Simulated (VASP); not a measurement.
All values below come from PBEsol GGA, VASP's PBE PAW potentials (set 64) (plane waves; VASP 6.6.1).

The input files of a VASP run:

### INCAR
```
SYSTEM  =  ScGa3
PREC  =  Accurate; ENCUT  =  300; LREAL  =  .FALSE.
LASPH  =  .TRUE.
EDIFF  =  1E-6; NELM  =  100; ALGO  =  Normal
LMAXMIX  =  4
ISMEAR  =  -1; SIGMA  =  0.136
GGA  =  PS
ISIF  =  2
LWAVE  =  .FALSE.; LCHARG  =  .FALSE.
```

KPOINTS:
```
kpoints
0
gamma
 5 5 5
0 0 0
```

File POSCAR:
```
ScGa3
1
    4.0817600000     0.0000000000     0.0000000000
    0.0000000000     4.0817600000     0.0000000000
    0.0000000000     0.0000000000     4.0817600000
Sc Ga
1 3
Direct
  0.0000000000   0.0000000000   0.0000000000
  0.5000000000   0.5000000000   0.0000000000
  0.0000000000   0.5000000000   0.5000000000
  0.5000000000   0.0000000000   0.5000000000
```

POTCAR, in this order: Sc_sv Ga_d (PBE.64 set). Program: vasp_std.

Output of the run:

OSZICAR:
```
       N       E                     dE             d eps       ncg     rms          rms(c)
DAV:   1     0.329746076499E+03    0.32975E+03   -0.17570E+04   616   0.213E+03
DAV:   2     0.165620598336E+02   -0.31318E+03   -0.30773E+03   630   0.527E+02
DAV:   3    -0.189084391647E+02   -0.35470E+02   -0.34277E+02   736   0.152E+02
DAV:   4    -0.201196662875E+02   -0.12112E+01   -0.11932E+01   792   0.289E+01
DAV:   5    -0.201528491497E+02   -0.33183E-01   -0.33141E-01   788   0.482E+00    0.844E+00
DAV:   6    -0.190137011204E+02    0.11391E+01   -0.41490E+00   824   0.164E+01    0.273E+00
DAV:   7    -0.189436913274E+02    0.70010E-01   -0.18933E-01   674   0.427E+00    0.155E+00
DAV:   8    -0.189184517550E+02    0.25240E-01   -0.53140E-02   792   0.173E+00    0.196E-01
DAV:   9    -0.189178140462E+02    0.63771E-03   -0.69372E-03   704   0.988E-01    0.599E-02
DAV:  10    -0.189177918947E+02    0.22151E-04   -0.49046E-04   802   0.237E-01    0.321E-02
DAV:  11    -0.189177833935E+02    0.85012E-05   -0.12522E-04   742   0.129E-01    0.537E-03
DAV:  12    -0.189177837624E+02   -0.36891E-06   -0.10891E-05   754   0.327E-02    0.152E-03
DAV:  13    -0.189177837905E+02   -0.28086E-07   -0.10235E-06   486   0.924E-03
   1 F= -.18917784E+02 E0= -.18871706E+02  d E =-.921564E-01
```

### OUTCAR
```
------------------------ aborting loop because EDIFF is reached ----------------------------------------
  FORCE on cell =-STRESS in cart. coord.  units (eV):
  Direction    XX          YY          ZZ          XY          YZ          ZX
  --------------------------------------------------------------------------------------
  Total       -0.8835256     -0.8835256     -0.8835256     -0.0000000     -0.0000000     -0.0000000
  in kB      -20.8155239    -20.8155239    -20.8155239     -0.0000000     -0.0000000     -0.0000000
  external PRESSURE =     -20.8155239 kB  Pullay stress =       0.0000000 kB
  volume of cell :       68.01
      direct lattice vectors                 reciprocal lattice vectors
     4.081760000  0.000000000  0.000000000     0.244992356  0.000000000  0.000000000
     0.000000000  4.081760000  0.000000000     0.000000000  0.244992356  0.000000000
     0.000000000  0.000000000  4.081760000     0.000000000  0.000000000  0.244992356
 POSITION                                       TOTAL-FORCE (eV/Angst)
 -----------------------------------------------------------------------------------
      0.00000      0.00000      0.00000         0.000000      0.000000      0.000000
      2.04088      2.04088      0.00000         0.000000      0.000000      0.000000
      0.00000      2.04088      2.04088         0.000000      0.000000      0.000000
      2.04088      0.00000      2.04088         0.000000      0.000000      0.000000
 -----------------------------------------------------------------------------------
    total drift:                                0.000000     -0.000000     -0.000000
  FREE ENERGIE OF THE ION-ELECTRON SYSTEM (eV)
  ---------------------------------------------------
  free  energy   TOTEN  =       -18.9177837905 eV

  energy  without entropy=      -18.8256273503  energy(sigma->0) =      -18.87170557
```
(Selected blocks of OUTCAR.)

At this cut-off the stress carries a Pulay error, which pulls relaxed volumes low.

The structure comes from a computed database's ScGa3 entry; how it stands against other phases isn't given here. The cell was not relaxed at this level. The k-mesh is coarse (spacing up to 0.31 per Å, 2π included), so the numbers may not be converged in it. The run is one of a series of settings (KPOINTS 5×5×5 Γ-centred mesh against the base run), some of them coarse on purpose.
